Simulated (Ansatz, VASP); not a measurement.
# Cross-check of SnSe2 between VASP and Ansatz, part 2 of 2

Aim: how closely do two programs agree when they are given the same cell, functional and k mesh? The cell is taken from a series of runs on this material, whose earlier steps may have relaxed, scaled, displaced or heated it; both programs get it as it stands.

VASP 6.6.1 and Ansatz 0.2.0.

So far: Set-up; VASP: relaxation of cell and atoms, LDA; Ansatz: relaxation of cell and atoms, LDA; Differences.

**5. Ansatz: zone-centre phonons, LDA**

Level of this step: Ansatz beside VASP: Kohn-Sham DFT, plane waves, LDA (Ansatz).

Second derivatives magnify differences that forces hide, and they need a tight electronic threshold.

The cell is taken from a series of runs on this material, whose earlier steps may have relaxed, scaled, displaced or heated it; both programs get it as it stands.

Contents of input.yaml:

```yaml
crystal:
  lattice:
    - [3.8007258827, 0.0, 0.0]
    - [-1.9003629413, 3.2915251672, 0.0]
    - [0.0, 0.0, 5.889661241]
  atoms:
    - { symbol: Sn, position: [0.0, 0.0, 0.0] }
    - { symbol: Se, position: [0.3333333333, 0.6666666667, 0.2677165257] }
    - { symbol: Se, position: [0.6666666667, 0.3333333333, 0.7322834743] }
kpoints:
  mp_grid: { grid: [12, 12, 6] }
hamiltonian:
  xc: lda
scf:
  occupations: { method: gaussian, width: 0.02 }
output:
  eigenvalues: true
phonons:
  method: dfpt
```

Launch:

```sh
> ansatz run input.yaml --threads 8 --pin off --max-ram 14336MiB --backend cpu --events-out ev --progress --plain --runs-dir out
```

Numbers of over 12 decimals in the logs are rounded to 6 here.

Output:

```text
[...]
Crystal: 3 atoms, lattice volume = 73.681 Å³
Basis set: ecut = 420 eV, 1459 PW (Γ), exchange–correlation on 54×54×80 points (8 copies of the dense FFT grid, shifted against one another)
Bands: 28, of which v1, the nominal top of the filled ones, is band 23 counted from 1 (22 counted from 0)
Symmetry: 12 space group operations
k-points: 242 of 864 (irreducible under 2 space group operations, time reversal used)
[...]
ASR residual: 1.288e-4 → 0.000e0 eV/Å²; symmetrization residual: 1.122e-4 eV/Å²
  ASR residual per site (eV/Å²): 9.85e-5 1.29e-4 1.29e-4
  Γ frequencies (cm⁻¹): 0.00 0.00 0.00 127.12 127.12 145.07 145.07 180.81 241.73
  non-analytic LO–TO correction: not included (Born effective charges unavailable; polar crystals: no LO–TO splitting at Γ)
[key lines of the parts left out:]
SCF converged after 10 iterations
Free energy (F): -16647.030655 eV
Fermi energy:    8.880002 eV
```

**6. VASP: zone-centre phonons, LDA**

The same cell, functional (in two slightly different forms), mesh and smearing now go to VASP, with its own data sets.

Contents of INCAR:

```
SYSTEM = SnSe2
PREC = Accurate
ENCUT = 500
EDIFF = 1E-08
NELM = 120
ISMEAR = 0
SIGMA = 0.02
LREAL = .FALSE.
ALGO = Normal
GGA = CA
NBANDS = 19
LORBIT = 11
LWAVE = .FALSE.
LCHARG = .FALSE.
ISIF = 2
IBRION = 8
LASPH = .TRUE.
GGA_COMPAT = .FALSE.
EFERMI = MIDGAP
KPAR = 2
```

Contents of POSCAR:

```
SnSe2
1.0
    3.8007258827      0.0000000000      0.0000000000
   -1.9003629413      3.2915251672      0.0000000000
    0.0000000000      0.0000000000      5.8896612410
Sn Se
1 2
Direct
    0.0000000000      0.0000000000      0.0000000000
    0.3333333333      0.6666666667      0.2677165257
    0.6666666667      0.3333333333      0.7322834743
```

Contents of KPOINTS:

```
Automatic mesh
0
Gamma
12 12 6
0 0 0
```

Potentials, in the order of the species: Sn_d and Se (LDA family, release 64).

Launch:

```sh
> mpirun -np 2 vasp_std
```

Output:

```text
[... set-up lines as in an earlier step ...]
 entering main loop
       N       E                     dE             d eps       ncg     rms          rms(c)
DAV:   1     0.199089553625E+03    0.19909E+03   -0.12069E+04  3848   0.153E+03
DAV:   2     0.874112901552E+01   -0.19035E+03   -0.18446E+03  4035   0.386E+02
DAV:   3    -0.132917308900E+02   -0.22033E+02   -0.21473E+02  4726   0.115E+02
DAV:   4    -0.140626727635E+02   -0.77094E+00   -0.76917E+00  4465   0.225E+01
[...]
DAV:  13    -0.137944517705E+02   -0.59536E-07   -0.24962E-07  4208   0.410E-03    0.142E-03
DAV:  14    -0.137944517595E+02    0.11013E-07   -0.40695E-08  4097   0.126E-03    0.417E-04
DAV:  15    -0.137944517598E+02   -0.30650E-09   -0.34420E-09  2122   0.416E-04
   1 F= -.13794452E+02 E0= -.13794452E+02  d E =-.112999E-11
 Linear response reoptimize wavefunctions to high precision
DAV:   1    -0.137944517599E+02   -0.62300E-10   -0.43066E-10  2389   0.178E-04
 Linear response DOF=           4
 Linear response progress:
  Degree of freedom:   1/  4
[...]
RMM:   8    -0.803522742789E-01   -0.51119E-06    0.10471E-06 32899   0.296E-04    0.713E-05
RMM:   9    -0.803520252058E-01    0.24907E-06    0.44875E-07 35726   0.930E-05    0.879E-06
RMM:  10    -0.803520211996E-01    0.40062E-08   -0.16950E-08 34574   0.291E-05    0.285E-06
 first order change of Fermi-energy  -0.21476E-04
 force on displaced ion       2 direction 1 :  -3.707  -0.001  -0.000
 Linear response progress:
  Degree of freedom:   4/  4
       N       E                     dE             d eps       ncg     rms          rms(c)
RMM:   1    -0.996185379790E-01   -0.99619E-01    0.64474E-02  8448   0.155E+00
RMM:   2    -0.973913351843E-01    0.22272E-02   -0.23461E-03  6730   0.261E-01    0.944E-02
RMM:   3    -0.972617046775E-01    0.12963E-03   -0.26241E-04  7244   0.812E-02    0.447E-02
RMM:   4    -0.972529430868E-01    0.87616E-05   -0.27679E-05  7358   0.397E-02    0.197E-02
[...]
RMM:  10    -0.972732098547E-01    0.65543E-07   -0.12010E-07  8040   0.639E-05    0.821E-06
RMM:  11    -0.972732151460E-01   -0.52913E-08   -0.10954E-07  7882   0.235E-05    0.216E-06
RMM:  12    -0.972732187281E-01   -0.35821E-08   -0.71696E-09  7702   0.137E-05    0.578E-07
 first order change of Fermi-energy  -0.37766E+00
 force on displaced ion       2 direction 3 :  -0.000  -0.000  -8.473
 Linear response finished
```

From OUTCAR (step 6):

```text
  Total        0.0752084      0.0752084      0.0905681      0.0000000      0.0000000     -0.0000000
  in kB        1.6353950      1.6353950      1.9693910      0.0000000      0.0000000     -0.0000000
  external PRESSURE =       1.7467270 kB  Pullay stress =       0.0000000 kB

 POSITION                                       TOTAL-FORCE (eV/Angst)
 -----------------------------------------------------------------------------------
      0.00000      0.00000      0.00000         0.000000     -0.000000      0.000000
     -0.00000      2.19435      1.57676         0.000000     -0.000000      0.023806
      1.90036      1.09718      4.31290        -0.000000      0.000000     -0.023806
 -----------------------------------------------------------------------------------
    total drift:                               -0.000000     -0.000000      0.000000

[... 1 part as in an earlier step ...]

[... 1 further part left out ...]
```

**7. Comparison**

What differs besides the data sets and the points named for the pairs above, as far as they apply: the data sets hold 46 valence electrons in Ansatz (on its default PAW (the set named soft_2) files) and 26 in VASP. Total energies have different zeros and are not compared.

The two programs side by side:

| quantity | Ansatz | VASP | difference |
| --- | --- | --- | --- |
| optical mode 1 to 2 (cm⁻¹) | 127.1 | 127.9 | -0.57 % |
| optical mode 3 to 4 (cm⁻¹) | 145.1 | 146.1 | -0.73 % |
| optical mode 5 (cm⁻¹) | 180.8 | 181.6 | -0.45 % |
| optical mode 6 (cm⁻¹) | 241.7 | 242.9 | -0.47 % |

Modes are paired by rising frequency, not by their patterns, so a pair may set unlike modes beside each other; they are those without the splitting of longitudinal modes.

**8. Outcome**

* difference in volume (relaxation of cell and atoms, LDA): -0.24 %
* r.m.s. difference of the optical zone-centre modes, each program's sorted by frequency (zone-centre phonons, LDA): 0.94 cm⁻¹
* difference in optical mode 3 to 4 (zone-centre phonons, LDA): -0.7 %

**Reading.** The difference in volume is -0.24 % (relaxation of cell and atoms, LDA), within the 1.2 % picked in this series as the mark of a large difference, as far as the stopping tolerances let one tell. The data sets hold unlike numbers of valence electrons (46 in Ansatz and 26 in VASP), so part of the differences comes from the potentials. Among the rows given in per cent, the largest difference of the zone-centre phonons, LDA pair is in optical mode 3 to 4, -0.7 %. Such differences can come from data sets, numerical settings and the points named under the comparisons, not from the functional's error against experiment.

[Lines on the potential files, build, host, timing and source positions are cut from VASP's logs without a mark.]

[Logs are printed without paths, hosts, clocks, repeated set-up lines and the standing remarks that a program may print on its own settings, such as how far it seeks lower states.]

[Hosts, paths, dates, database ids (printed as entryN), source tags and the programs' standing remarks are cut or masked in the printed files.]
